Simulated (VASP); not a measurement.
Level of theory: vdW-DF2, VASP's PBE PAW potentials (set 64) (plane waves; VASP).

Input for VASP

File POSCAR:
```
Ni3Al
1
    3.5664571856     0.0000000000     0.0000000000
    0.0000000000     3.5664571856     0.0000000000
    0.0000000000     0.0000000000     3.5664571856
Al Ni
1 3
Direct
  0.0000000000   0.0000000000   0.0000000000
  0.0000000000   0.5000000000   0.5000000000
  0.5000000000   0.0000000000   0.5000000000
  0.5000000000   0.5000000000   0.0000000000
```

**INCAR**
```
# general
SYSTEM  =Ni3Al
PREC    =Accurate
ENCUT   =520
LREAL   =.FALSE.
LASPH   =.TRUE.

# electronic loop
EDIFF   =1E-7
NELM    =100
ALGO    =Normal
LMAXMIX =4

# smearing
ISMEAR  =1
SIGMA   =0.1

# functional
GGA     =ML
LUSE_VDW=.TRUE.
AGGAC   =0.0
ZAB_VDW =-1.8867

# spin
ISPIN   =2
MAGMOM  =0.0 3*-0.3

# ions
ISIF    =2

# output
LWAVE   =.FALSE.
LCHARG  =.FALSE.
LORBIT  =10
```

### KPOINTS
```
Automatic mesh
0
Gamma
 8 8 8
```

POTCAR, in this order: Al Ni (PBE.64 set). Program: vasp_std.

The resulting files:

OUTCAR:
```
 ion  position               nearest neighbor table
   1  0.000  0.000  0.000-   2 2.52   3 2.52   4 2.52   2 2.52   3 2.52   2 2.52   4 2.52   2 2.52
                             3 2.52   4 2.52   3 2.52   4 2.52
   2  0.000  0.500  0.500-   1 2.52   3 2.52   4 2.52   1 2.52   4 2.52   1 2.52   3 2.52   1 2.52
                             3 2.52   4 2.52   4 2.52   3 2.52
   3  0.500  0.000  0.500-   1 2.52   2 2.52   4 2.52   1 2.52   4 2.52   2 2.52   4 2.52   4 2.52
                             1 2.52   2 2.52   1 2.52   2 2.52
   4  0.500  0.500  0.000-   1 2.52   2 2.52   3 2.52   2 2.52   3 2.52   1 2.52   3 2.52   3 2.52
                             1 2.52   2 2.52   2 2.52   1 2.52
  LATTYP: Found a simple cubic cell.
 ALAT       =     3.5664571856
 Subroutine PRICEL returns:
 Original cell was already a primitive cell.
 Subroutine GETGRP returns: Found 48 space group operations
The static configuration has the point symmetry O_h .
The dynamic configuration has the point symmetry O_h .
The overall configuration has the point symmetry O_h .
 Subroutine INISYM returns: Found 48 space group operations
 Subroutine IBZKPT returns following result:
 Found     35 irreducible k-points:

 Following reciprocal coordinates:
            Coordinates               Weight
  0.000000  0.000000  0.000000      1.000000
  0.125000  0.000000  0.000000      6.000000
  0.250000  0.000000  0.000000      6.000000
  0.375000  0.000000  0.000000      6.000000
  0.500000  0.000000  0.000000      3.000000
  0.125000  0.125000  0.000000     12.000000
  0.250000  0.125000  0.000000     24.000000
  0.375000  0.125000  0.000000     24.000000
  0.500000  0.125000  0.000000     12.000000
  0.250000  0.250000  0.000000     12.000000
  0.375000  0.250000  0.000000     24.000000
  0.500000  0.250000  0.000000     12.000000
  0.375000  0.375000  0.000000     12.000000
  0.500000  0.375000  0.000000     12.000000
  0.500000  0.500000  0.000000      3.000000
  0.125000  0.125000  0.125000      8.000000
  0.250000  0.125000  0.125000     24.000000
  0.375000  0.125000  0.125000     24.000000
  0.500000  0.125000  0.125000     12.000000
  0.250000  0.250000  0.125000     24.000000
  0.375000  0.250000  0.125000     48.000000
  0.500000  0.250000  0.125000     24.000000
  0.375000  0.375000  0.125000     24.000000
  0.500000  0.375000  0.125000     24.000000
  0.500000  0.500000  0.125000      6.000000
  0.250000  0.250000  0.250000      8.000000
  0.375000  0.250000  0.250000     24.000000
  0.500000  0.250000  0.250000     12.000000
  0.375000  0.375000  0.250000     24.000000
  0.500000  0.375000  0.250000     24.000000
  0.500000  0.500000  0.250000      6.000000
  0.375000  0.375000  0.375000      8.000000
  0.500000  0.375000  0.375000     12.000000
  0.500000  0.500000  0.375000      6.000000
  0.500000  0.500000  0.500000      1.000000
   k-points           NKPTS =     35   k-points in BZ     NKDIM =     35   number of bands    NBANDS=     20
   number of dos      NEDOS =    301   number of ions     NIONS =      4
   total plane-waves  NPLWV =  21952
   dimension x,y,z NGX =    28 NGY =   28 NGZ =   28
   dimension x,y,z NGXF=    56 NGYF=   56 NGZF=   56
   ions per type =               1   3
   PREC   = accura    normal or accurate (medium, high low for compatibility)
   ISTART =      0    job   : 0-new  1-cont  2-samecut
   ICHARG =      2    charge: 1-file 2-atom 10-const
   ISPIN  =      2    spin polarized calculation?
   LNONCOLLINEAR =      F non collinear calculations
   LSORBIT =      F    spin-orbit coupling
   INIWAV =      1    electr: 0-lowe 1-rand  2-diag
   ENCUT  =  520.0 eV  38.22 Ry    6.18 a.u.   6.63  6.63  6.63*2*pi/ulx,y,z
   NELM   =    100;   NELMIN=  2; NELMDL= -5     # of ELM steps
   EDIFF  = 0.1E-06   stopping-criterion for ELM
   LREAL  =      F    real-space projection
...
```

**OSZICAR**
```
       N       E                     dE             d eps       ncg     rms          rms(c)
DAV:   1     0.201000728863E+03    0.20100E+03   -0.14435E+04  2800   0.208E+03
DAV:   2    -0.231856810390E+01   -0.20332E+03   -0.19658E+03  2804   0.366E+02
DAV:   3    -0.125972552267E+02   -0.10279E+02   -0.93539E+01  2996   0.109E+02
DAV:   4    -0.128776353832E+02   -0.28038E+00   -0.27715E+00  3232   0.164E+01
DAV:   5    -0.128859107387E+02   -0.82754E-02   -0.82716E-02  3388   0.265E+00    0.173E+01
DAV:   6    -0.139599568210E+02   -0.10740E+01   -0.58661E+01  3120   0.126E+02    0.186E+01
DAV:   7    -0.969926916427E+01    0.42607E+01   -0.17907E+01  3076   0.693E+01    0.230E+00
DAV:   8    -0.968019046571E+01    0.19079E-01   -0.40393E-01  3004   0.529E+00    0.143E+00
DAV:   9    -0.966419317303E+01    0.15997E-01   -0.44402E-02  3740   0.310E+00    0.673E-01
DAV:  10    -0.966537816931E+01   -0.11850E-02   -0.23361E-03  3740   0.608E-01    0.434E-01
DAV:  11    -0.966630521353E+01   -0.92704E-03   -0.80907E-03  3588   0.146E+00    0.155E-01
DAV:  12    -0.966665630703E+01   -0.35109E-03   -0.76087E-04  3264   0.495E-01    0.613E-02
DAV:  13    -0.966667811884E+01   -0.21812E-04   -0.64312E-05  3644   0.106E-01    0.324E-02
DAV:  14    -0.966668689425E+01   -0.87754E-05   -0.18130E-05  3544   0.587E-02    0.879E-03
DAV:  15    -0.966668902106E+01   -0.21268E-05   -0.37138E-06  3048   0.277E-02    0.376E-03
DAV:  16    -0.966668888070E+01    0.14035E-06   -0.30507E-07  2676   0.702E-03    0.180E-03
DAV:  17    -0.966668854075E+01    0.33996E-06   -0.10865E-07  1644   0.416E-03    0.457E-04
DAV:  18    -0.966668844343E+01    0.97318E-07   -0.34743E-08  1528   0.232E-03
   1 F= -.96666884E+01 E0= -.96661063E+01  d E =-.174636E-02  mag=    -0.6915
```

OUTCAR:
```
------------------------ aborting loop because EDIFF is reached ----------------------------------------
  FORCE on cell =-STRESS in cart. coord.  units (eV):
  Direction    XX          YY          ZZ          XY          YZ          ZX
  --------------------------------------------------------------------------------------
  Total        2.9793225      2.9793225      2.9793225      0.0000000      0.0000000     -0.0000000
  in kB      105.2245449    105.2245449    105.2245449      0.0000000      0.0000000     -0.0000000
  external PRESSURE =     105.2245449 kB  Pullay stress =       0.0000000 kB
  volume of cell :       45.36
      direct lattice vectors                 reciprocal lattice vectors
     3.566457186  0.000000000  0.000000000     0.280390300  0.000000000  0.000000000
     0.000000000  3.566457186  0.000000000     0.000000000  0.280390300  0.000000000
     0.000000000  0.000000000  3.566457186     0.000000000  0.000000000  0.280390300
 POSITION                                       TOTAL-FORCE (eV/Angst)
 -----------------------------------------------------------------------------------
      0.00000      0.00000      0.00000         0.000000      0.000000      0.000000
      0.00000      1.78323      1.78323         0.000000      0.000000      0.000000
      1.78323      0.00000      1.78323         0.000000      0.000000      0.000000
      1.78323      1.78323      0.00000         0.000000      0.000000      0.000000
 -----------------------------------------------------------------------------------
    total drift:                                0.000000      0.000000      0.000000
  FREE ENERGIE OF THE ION-ELECTRON SYSTEM (eV)
  ---------------------------------------------------
  free  energy   TOTEN  =        -9.6666884434 eV

  energy  without entropy=       -9.6649420881  energy(sigma->0) =       -9.66610632

 total charge

# of ion       s       p       d       tot
------------------------------------------
    1        0.400   0.385   0.000   0.785
    2        0.492   0.496   8.437   9.425
    3        0.492   0.496   8.437   9.425
    4        0.492   0.496   8.437   9.425
--------------------------------------------------
tot          1.878   1.873  25.310  29.060

 magnetization (x)

# of ion       s       p       d       tot
------------------------------------------
    1        0.000   0.007   0.000   0.008
    2        0.002   0.009  -0.258  -0.247
    3        0.002   0.009  -0.258  -0.247
    4        0.002   0.009  -0.258  -0.247
--------------------------------------------------
tot          0.007   0.033  -0.774  -0.733
```
(Selected blocks of OUTCAR.)

The compound is Ni3Al in the L1_2 structure. This cell is one point of a volume scan, at 0.94 of the reference volume.
